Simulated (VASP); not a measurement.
Data:

```yaml
crystal:
  lattice:
    - [-1.32233, 1.32233, 4.32658]
    - [1.32233, -1.32233, 4.32658]
    - [1.32233, 1.32233, -4.32658]
  atoms:
    - { symbol: Fe, position: [0.33863, 0.33863, 0.00000] }
    - { symbol: Fe, position: [0.66137, 0.66137, 0.00000] }
    - { symbol: Si, position: [0.00000, 0.00000, 0.00000] }
```

Level of theory: LDA (Ceperley-Alder, Perdew-Zunger), VASP's LDA PAW potentials (set 64) (plane waves; VASP 6.6.1). Run with 400 eV cut-off, Gaussian smearing of 0.050 eV, potentials Fe Si.

The run has a spin-polarised start.

Task: Predict the cell moment, band gap (along the path) with the smallest direct gap where there is one.

Result: 
```
Quantity                                                      Value
-------------------------  ----------------------------------------
band gap (along the path)  none (metal, semimetal or under 0.01 eV)
cell moment                                                 2.03 μB
```

The structure comes from a computed database's Fe2Si entry (I4/mmm); how it stands against other phases isn't given here. It was relaxed first, which changed the volume by -6 %.
